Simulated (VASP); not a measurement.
BN: relaxation of cell and atoms with PBE

BN:

```xyz
2
Lattice="0.0000 1.8075 1.8075 1.8075 0.0000 1.8075 1.8075 1.8075 0.0000" Properties=species:S:1:pos:R:3 pbc="T T T"
B     0.0000    0.0000    0.0000
N     0.9038    0.9038    0.9038
```

```yaml
Program: VASP 6.6.1
Task: relaxation of cell and atoms
Functional: PBE
Potentials_or_basis: VASP PAW PBE potentials, release 64 (B, N)
Cutoff: 520 eV
k_mesh: 14 × 14 × 14
Occupations: gaussian, width 0.02 eV
Spin: no spin polarisation
Further_INCAR_settings: ALGO = Fast; EDIFF = 1e-07; AMIX = 0.2; IBRION = 2; EDIFFG = -0.002; NSW = 80; ISIF = 3
```

| Quantity | Value |
| --- | --- |
| Relaxed volume | 5.96 Å³/atom |
| Relaxed cell | a = 2.564 Å, b = 2.564 Å, c = 2.564 Å, α = 60.00°, β = 60.00°, γ = 60.00° |
| Space group after relaxing (to 0.05 Å) | F-43m (No. 216) |
| Energy gained by relaxing | 0.5 meV/atom |
| Ionic steps | 3 |
| Pressure after relaxing | 0.0 GPa |
| Band gap on the k mesh | 4.45 eV, indirect (least direct gap 8.78 eV) |

The path:
| step | energy change (eV) | largest force (eV/Å) | pressure (GPa) | volume (Å³) |
| --- | --- | --- | --- | --- |
| 1 | 0.0000 | 0.0000 | 3.30 | 11.81 |
| 2 | 0.0000 | 0.0000 | -3.26 | 12.02 |
| 3 | -0.0010 | 0.0000 | 0.01 | 11.91 |

Final structure:
```xyz
2
Lattice="0.0000 1.8127 1.8127 1.8127 0.0000 1.8127 1.8127 1.8127 0.0000" Properties=species:S:1:pos:R:3 pbc="T T T"
B     0.0000    0.0000    0.0000
N     0.9064    0.9064    0.9064
```

Levels at points of the mesh, in eV from the valence-band top:
| k point | band 2 | band 3 | band 4 | band 5 | band 6 | band 7 |
| --- | --- | --- | --- | --- | --- | --- |
| (0.00, 0.00, 0.00) | 0.00 | 0.00 | 0.00 | 8.78 | 8.78 | 8.78 |
| (0.50, 0.00, 0.00) | -10.61 | -1.92 | -1.92 | 10.03 | 10.66 | 10.66 |
| (0.50, 0.50, 0.00) | -8.86 | -4.86 | -4.86 | 4.45 | 9.18 | 17.79 |

Run time: 15 s on 1 thread of Intel(R) Xeon(R) Platinum 8488C (Sapphire Rapids), on a shared host, peak memory 0.13 GiB.

A k mesh can miss the band edges. PBE usually gives volumes a little too large and moduli too small.
